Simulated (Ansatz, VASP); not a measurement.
# Cross-check of Al between VASP and Ansatz

One calculation is typed for both programs; each brings its own data sets and cutoff. How far apart do they land? The cell is taken from a series of VASP runs on this material, whose earlier steps may have relaxed, scaled or displaced it; both programs get it as it stands.

Method: plane waves, with VASP 6.6.1 beside it; relaxation of cell and atoms at PBE, in Ansatz 0.2.0.

### Step 1. The structure

Symmetry: Fm-3m, No. 225, cubic system. Conventional cell: a = 4.034 Å, b = 4.034 Å, c = 4.034 Å, α = 90.00°, β = 90.00°, γ = 90.00°. Nearest to Al lie 12 Al at 2.85 Å.

Coordinates:

```xyz
1
Lattice="0.0000 2.0170 2.0170 2.0170 0.0000 2.0170 2.0170 2.0170 0.0000" Properties=species:S:1:pos:R:3 pbc="T T T"
Al    0.0000    0.0000    0.0000
```

### Step 2. VASP: relaxation of cell and atoms, PBE

The relaxed volume is the usual yardstick between codes: its relative difference is about their pressure difference at one cell divided by the bulk modulus.

Lines of VASP's logs that name or quote its potential files are left out, and so is its time.

Input file INCAR:

```
SYSTEM = Al
PREC = Accurate
ENCUT = 520
EDIFF = 1E-07
NELM = 100
ISMEAR = 1
SIGMA = 0.15
LREAL = .FALSE.
ALGO = Normal
GGA = PE
NBANDS = 7
LORBIT = 11
LWAVE = .FALSE.
LCHARG = .FALSE.
KPAR = 4
IBRION = 2
NSW = 50
ISIF = 3
EDIFFG = -0.005
LASPH = .TRUE.
```

Input file POSCAR:

```
Al
1.0
    0.0000000000      2.0169500000      2.0169500000
    2.0169500000      0.0000000000      2.0169500000
    2.0169500000      2.0169500000      0.0000000000
Al
1
Direct
    0.0000000000      0.0000000000      0.0000000000
```

Input file KPOINTS:

```
Automatic mesh
0
Gamma
20 20 20
0 0 0
```

Potentials, in the order of the species: Al (PBE family, release 64).

Run with:

```sh
$ mpirun -np 4 vasp_std
```

Numbers of over 12 decimals in the logs are rounded to 6 here.

Output:

```text
[banner, memory and clock lines left out]
running    4 mpi-ranks, on    1 nodes
 distrk:  each k-point on    1 cores,    4 groups
 distr:  one band on    1 cores,    1 groups

 POSCAR found type information on POSCAR Al
 POSCAR found :  1 types and       1 ions
 LDA part: xc-table for (Slater+PW92), standard interpolation
 POSCAR, INCAR and KPOINTS ok, starting setup
 FFT: planning ... GRIDC
 FFT: planning ... GRID_SOFT
 FFT: planning ... GRID
 WAVECAR not read
 entering main loop
       N       E                     dE             d eps       ncg     rms          rms(c)
DAV:   1    -0.226077065306E+01   -0.22608E+01   -0.87299E+02  3605   0.235E+02
DAV:   2    -0.375818055352E+01   -0.14974E+01   -0.14397E+01  4760   0.213E+01
DAV:   3    -0.376788127602E+01   -0.97007E-02   -0.96899E-02  4949   0.192E+00
DAV:   4    -0.376790007817E+01   -0.18802E-04   -0.18801E-04  5446   0.760E-02
DAV:   5    -0.376790013555E+01   -0.57386E-07   -0.56585E-07  4970   0.229E-03    0.131E+00
DAV:   6    -0.375470816123E+01    0.13192E-01   -0.16565E-03  4851   0.221E-01    0.762E-01
DAV:   7    -0.374511124713E+01    0.95969E-02   -0.49654E-03  4438   0.358E-01    0.147E-01
DAV:   8    -0.374510625186E+01    0.49953E-05   -0.15661E-05  5383   0.319E-02    0.773E-03
DAV:   9    -0.374510474337E+01    0.15085E-05   -0.83740E-07  5005   0.456E-03    0.723E-04
DAV:  10    -0.374510435378E+01    0.38959E-06   -0.37638E-09  5082   0.471E-04    0.241E-04
DAV:  11    -0.374510431572E+01    0.38058E-07   -0.13155E-10  2688   0.750E-05
   1 F= -.37451043E+01 E0= -.37450058E+01  d E =-.374510E+01
 curvature:   0.00 expect dE= 0.000E+00 dE for cont linesearch  0.000E+00
 trial: gam= 0.00000 g(F)=  0.344E-66 g(S)=  0.154E-03 ort = 0.000E+00 (trialstep = 0.100E+01)
 search vector abs. value=  0.154E-03
 bond charge predicted
       N       E                     dE             d eps       ncg     rms          rms(c)
DAV:   1    -0.374517876799E+01   -0.74414E-04   -0.10988E-03  4536   0.149E-01    0.260E-02
DAV:   2    -0.374517350825E+01    0.52597E-05   -0.64199E-06  4690   0.208E-02    0.107E-02
DAV:   3    -0.374516955285E+01    0.39554E-05   -0.10725E-06  4620   0.477E-03    0.282E-03
DAV:   4    -0.374516924315E+01    0.30970E-06   -0.67036E-08  4522   0.117E-03    0.191E-03
DAV:   5    -0.374516921976E+01    0.23382E-07   -0.64417E-10  2030   0.189E-04
   2 F= -.37451692E+01 E0= -.37450739E+01  d E =-.649040E-04
 trial-energy change:   -0.000065  1 .order   -0.000066   -0.000154    0.000021
 step:   0.8735(harm=  0.8789)  dis= 0.00000  next Energy=    -3.745171 (dE=-0.662E-04)
 reached required accuracy - stopping structural energy minimisation
```

Parts of OUTCAR (step 2):

```text
ion  position               nearest neighbor table
   1  0.000  0.000  0.000-

  LATTYP: Found a face centered cubic cell.
 ALAT       =     4.0339000000

 Subroutine GETGRP returns: Found 48 space group operations
 (whereof 48 operations were pure point group operations)

The static configuration has the point symmetry O_h .

 Found    256 irreducible k-points:

   k-points           NKPTS =    256   k-points in BZ     NKDIM =    256   number of bands    NBANDS=      7

   dimension x,y,z NGX =    24 NGY =   24 NGZ =   24
   dimension x,y,z NGXF=    48 NGYF=   48 NGZF=   48

   ENCUT  =  520.0 eV  38.22 Ry    6.18 a.u.   5.30  5.30  5.30*2*pi/ulx,y,z

   NELECT =       3.0000    total number of electrons

 k-points in reciprocal lattice and weights: Automatic mesh
   0.00000000  0.00000000  0.00000000       0.000
   0.05000000  0.00000000  0.00000000       0.001
   0.10000000  0.00000000  0.00000000       0.001
   0.15000000  0.00000000  0.00000000       0.001
   0.20000000  0.00000000  0.00000000       0.001
   0.25000000  0.00000000  0.00000000       0.001
   0.30000000  0.00000000  0.00000000       0.001
   0.35000000  0.00000000  0.00000000       0.001
   0.40000000  0.00000000  0.00000000       0.001
[...]
-0.30000000  0.50000000  0.20000000       0.002
  -0.25000000  0.50000000  0.25000000       0.001

 average (electrostatic) potential at core
       1 -72.6203

 E-fermi :   8.0652

 k-point     1 :       0.0000    0.0000    0.0000
  band No.  band energies     occupation
      1      -3.1321      2.00000
      2      20.6306      0.00000
      3      20.6306      0.00000
      4      20.6306      0.00000
      5      22.1279      0.00000
      6      22.1279      0.00000
    ...

 k-point     2 :       0.0500    0.0000    0.0000
  band No.  band energies     occupation
      1      -3.0641      2.00000
      2      19.3246      0.00000
      3      20.3679      0.00000
      4      20.3679      0.00000
      5      22.4969      0.00000
      6      22.4969      0.00000
    ...

 k-point     3 :       0.1000    0.0000    0.0000
  band No.  band energies     occupation
      1      -2.8603      2.00000
      2      17.3410      0.00000
      3      19.9082      0.00000
      4      19.9082      0.00000
      5      22.7822      0.00000
      6      23.2578      0.00000
    ...

  Total       -0.0044928     -0.0044928     -0.0044928      0.0000000     -0.0000000      0.0000000
  in kB       -0.4365829     -0.4365829     -0.4365829      0.0000000     -0.0000000      0.0000000
  external PRESSURE =      -0.4365829 kB  Pullay stress =       0.0000000 kB

  energy-cutoff  :      520.00
  volume of cell :       16.49
      direct lattice vectors                 reciprocal lattice vectors
     0.000000000  2.020122650  2.020122650    -0.247509724  0.247509724  0.247509724
     2.020122650 -0.000000000  2.020122650     0.247509724 -0.247509724  0.247509724
     2.020122650  2.020122650  0.000000000     0.247509724  0.247509724 -0.247509724

 POSITION                                       TOTAL-FORCE (eV/Angst)
 -----------------------------------------------------------------------------------
      2.02012      4.04025      2.02012         0.000000     -0.000000     -0.000000
 -----------------------------------------------------------------------------------
    total drift:                                0.000000      0.000000     -0.000000

  FREE ENERGIE OF THE ION-ELECTRON SYSTEM (eV)
  ---------------------------------------------------
  free  energy   TOTEN  =        -3.7451692198 eV

  energy  without entropy=       -3.7448831869  energy(sigma->0) =       -3.74507388

 reached required accuracy - stopping structural energy minimisation

 total charge
# of ion       s       p       d       tot
------------------------------------------
    1        0.429   0.338   0.000   0.767

[... 3 further parts left out ...]
```

CONTCAR:

```
Al
   1.00000000000000
     0.0000000000000000    2.0201226504554848    2.0201226504554848
     2.0201226504554848   -0.0000000000000000    2.0201226504554848
     2.0201226504554848    2.0201226504554848    0.0000000000000000
  Al
     1
Direct
     1.0000000000000000    0.0000000000000000    1.0000000000000000
```

### Step 3. Ansatz: relaxation of cell and atoms, PBE

Ansatz runs on its default PAW (the set named soft_2) files.

The same cell, functional, mesh and smearing now go to Ansatz, which takes its cutoff from its data sets.

Input file input.yaml:

```yaml
crystal:
  lattice:
    - [0.0, 2.01695, 2.01695]
    - [2.01695, 0.0, 2.01695]
    - [2.01695, 2.01695, 0.0]
  atoms:
    - { symbol: Al, position: [0.0, 0.0, 0.0] }
hamiltonian:
  xc: pbe
  pseudopotentials: { kind: paw }
kpoints:
  mp_grid: { grid: [20, 20, 20] }
scf:
  occupations: { method: methfessel_paxton, width: 0.15 }
relax:
  f_tol: 0.01
  max_steps: 60
  cell: { stress_tol: 0.05 }
output:
  forces: true
  stress: true
```

Run with:

```sh
$ ansatz run input.yaml --threads 4 --pin off --max-ram 9216MiB --backend cpu --events-out ev --progress --plain --runs-dir out
```

Output:

```text
Engine: ansatz 0.2.0, aarch64-unknown-linux-gnu
Pseudopotentials: kind: paw
Pseudopotential: Al, paw, valence charge 3, recommended cutoff 420 eV (normal), Al.paw.azcp
Functional definition: PBE
  parameter kappa = 0.804
  parameter beta = 0.066725
  exchange = pbe_x(kappa = kappa, mu = beta*pi^2/3)
  correlation = pbe_c(beta = beta)
Crystal: 1 atoms, lattice volume = 16.410 Å³
Basis set: ecut = 420 eV, 331 PW (Γ), exchange–correlation on 40×40×40 points (8 copies of the dense FFT grid, shifted against one another)
Bands: 6, of which v1, the nominal top of the filled ones, is band 2 counted from 1 (1 counted from 0)
Symmetry: 48 space group operations
Space group: Fm-3m (ITA 225), of the structure as read, at distance tolerance 2.5e-5 Å
k-points: 256 of 8000
Non-local potential: Al, projectors of the file, l = 0: 2, l = 1: 2, l = 2: 1
PAW form: soft (Blöchl's): semilocal exchange-correlation on the pseudo side does not see the compensation charge
PAW one-centre angular grid: Al, 110 points (default); XC on 64 Gauss nodes
Initial density: superposition of atomic densities (neutral atoms: chi_scale 0, normalization atom), corrected by the library's trained network
Initial wavefunctions: pseudopotential atomic-orbital guess
Functional: x = pbe(κ = 0.804, μ = 0.219515), c = pbe(β = 0.066725)
SCF iter   1: F=—  HF=-537.501633 eV  |F-HF|=—  |Δ(HF+E_count)|=         —  Δρ=5.44e-4  dr2=2.25e-5  ethr=1.77e-3  ⟨swp⟩=4.7  Hψ=12783  notcnv=0
preconditioner: auto → none  [metal: Δε(μ)=0.027 eV  Ē_g=13.248 eV  σ=0.150 eV  W_gap=0.15  n_scr=0 (ndim 8)  ℏωp=15.9 eV  f_vac=0.000  D(μ)=0.48/eV (n_scr^D=0)]
SCF iter   2: F=—  HF=-537.501674 eV  |F-HF|=—  |Δ(HF+E_count)|=   4.06e-5  S|Δr|=    0.00e0  Δρ=2.87e-4  dr2=6.85e-6  ethr=7.49e-7  ⟨swp⟩=2.0  Hψ=3897  notcnv=0
SCF iter   3: F=-537.501683 eV  HF=-537.501683 eV  |F-HF|=1.39e-8  |Δ(HF+E_count)|=   9.81e-6  S|Δr|=    0.00e0  Δρ=2.27e-5  dr2=8.96e-8  ethr=3.33e-9  ⟨swp⟩=3.0  Hψ=4392  notcnv=0
SCF 1 converged in 3 iterations: F = -537.501683 eV  dr2 = 8.96e-8
  greatest PAW one-centre occupation: 0.446 electrons in one spin orbital (limit 2), on the Al atom at site 0 (counted from 0), in its partial waves of l = 0
relax step   1: F+E_penalty+E_count = -537.50168329 eV  Δ(F+E_penalty+E_count) = +0.000e0 eV  max|allowed force component| = 0.000e0 eV/Å  Δτ_max = 0.0000 Å  P = +0.358 GPa  Ω = 16.410 Å³  (3 SCF iters, dr2 threshold 1.00e-7 eV, accepted)
[...]
relax step   2: F+E_penalty+E_count = -537.50172917 eV  Δ(F+E_penalty+E_count) = -4.588e-5 eV  max|allowed force component| = 0.000e0 eV/Å  Δτ_max = 0.0000 Å  P = -0.033 GPa  Ω = 16.493 Å³  energy of the carried Pulay correction = -3.815e-5 eV  (3 SCF iters, dr2 threshold 1.00e-7 eV, accepted)
[...]
relax step   3: F+E_penalty+E_count = -537.50176730 eV  Δ(F+E_penalty+E_count) = -3.812e-5 eV  max|allowed force component| = 0.000e0 eV/Å  Δτ_max = 0.0000 Å  P = -0.030 GPa  Ω = 16.493 Å³  stress off target by 2.97e-2 GPa  SCF on the basis re-selected at this cell (its energy is not comparable with the rows above)  (3 SCF iters)
basis re-selected at this cell: Δ(F+E_penalty+E_count) = -3.812e-5 eV, ΔP = +0.003 GPa vs the last step (what re-selecting the basis moved, of the pressure what is left beyond the Pulay correction that the steps carried, after the strain that the cell walked since its last selection, with what the two solves' SCF thresholds leave and, on support functions, any second-order correction that the steps lacked; it is no measure of the basis error at this ecutwfc). This SCF's stress stands 2.97e-2 GPa from its target on what of the cell is left free (relax.cell.stress_tol is 5.00e-2 GPa) and its largest allowed force component is 0.00e0 eV/Å (relax.f_tol is 1.00e-2 eV/Å): [rest of the remark cut]
SCF converged after 3 iterations
Stability not checked: this state was not tested for a lower state beside it, because cold or Methfessel-Paxton smearing, or corrected tetrahedra, fill the levels in a way that the test cannot read (fill_not_monotonic; see scf.lower_state_search)
Free energy (F): -537.501767 eV
Harris-Foulkes:  -537.501767 eV  (|F-HF|=2.44e-11)
Internal energy: -537.501488 eV  (E = F + TS)
E sigma→0 (E₀):  -537.501697 eV
Entropy (-TS):   -0.000280 eV (-0.280 meV/atom)
Fermi energy:    8.003401 eV
--- Per-component energies (eV) ---
  E_band       = 10.576869
  E_kinetic    = 22.764885
  E_local      = 9.909040  (includes V_loc(G=0)·N_el)
  E_nonlocal   = 10.313861
  E_hartree    = 0.102482
  E_xc         = -39.732639
  E_vxc        = -28.958058  (∫ρ·V_xc dr)
  E_paw        = -467.334324  (= ΣΔE_a)
  E_vpaw       = -3.657818  (= ΣTr[D̂ρ^β])
  E_aug_tail   = -0.000002  (compensation charges beyond the density's cutoff)
  E_ewald      = -73.524790
  E_smearing   = -0.000280  (= −TS)
  E_closure    = 0.000000  (closes the sum)
  Σ components = -537.501767   (vs F -537.501767, Δ=0.00e0)
--- Forces (eV/Å), atoms counted from 1 ---
  atom   1  Al     0.00000000     0.00000000    -0.00000000
  max |Σ_I F_I| component: 2.26e-32 eV/Å
--- Stress (GPa, compression-positive) ---
       -0.029729      -0.000000       0.000000
        0.000000      -0.029729       0.000000
        0.000000       0.000000      -0.029729
  P = ⅓ Tr σ = -0.0297 GPa (-0.297 kbar)
--- Relaxed structure (2 steps of the walk, 2 accepted, 1 SCFs on fresh bases) ---
  F+E_penalty+E_count = -537.50176730 eV   max|allowed force component| = 0.000e0 eV/Å   (the final SCF, on the basis selected at the relaxed cell)
  cell:  # Å, volume = 16.4934 Å³
    - [0, 2.020351, 2.020351]
    - [2.020351, 0.0, 2.020351]
    - [2.020351, 2.020351, 0]
  atoms:
    - { symbol: Al, position: [0.0, 0.0, 0.0] }
```

Wall time 1.3 s (4 threads of Arm Neoverse V1, shared host); peak memory 0.29 GiB.

### Step 4. Comparison

Known differences besides the potentials themselves: both relaxations stop at a tolerance, which leaves soft axes loose, and VASP keeps its plane-wave basis; the cutoff is 420 eV in Ansatz and 520 eV in VASP; Ansatz adds a Pulay correction to the stress that steers its cell, VASP none. Total energies have different zeros and are not compared.

Compared:

```csv
quantity,Ansatz,VASP,difference
volume (Å³),16.49,16.49,+0.03 %
"edge a after relaxation, in the typed setting (Å)",2.857,2.857,+0.01 %
```

The walks stopped with -0.03 GPa left in Ansatz and -0.04 GPa in VASP; each walk ends within a tolerance, so the volume difference is uncertain by about these residues over the bulk modulus, most in soft cells.

### Step 5. What came out

| Item | Value |
| --- | --- |
| difference in volume (relaxation of cell and atoms, PBE) | 0.034 % |

In words: The difference in volume is 0.034 % (relaxation of cell and atoms, PBE), within the 1.2 % picked in this series as the mark of a large difference, as far as the stopping tolerances let one tell. Such differences can come from data sets, numerical settings and the points named under the comparisons, not from the functional's error against experiment.

[Lines on the potential files, build, host, timing and source positions are cut from VASP's logs without a mark.]

[Logs are printed without paths, hosts, clocks, repeated set-up lines and the standing remarks that a program may print on its own settings, such as how far it seeks lower states.]

[Hosts, paths, dates, database ids (printed as entryN), source tags and the programs' standing remarks are cut or masked in the printed files.]
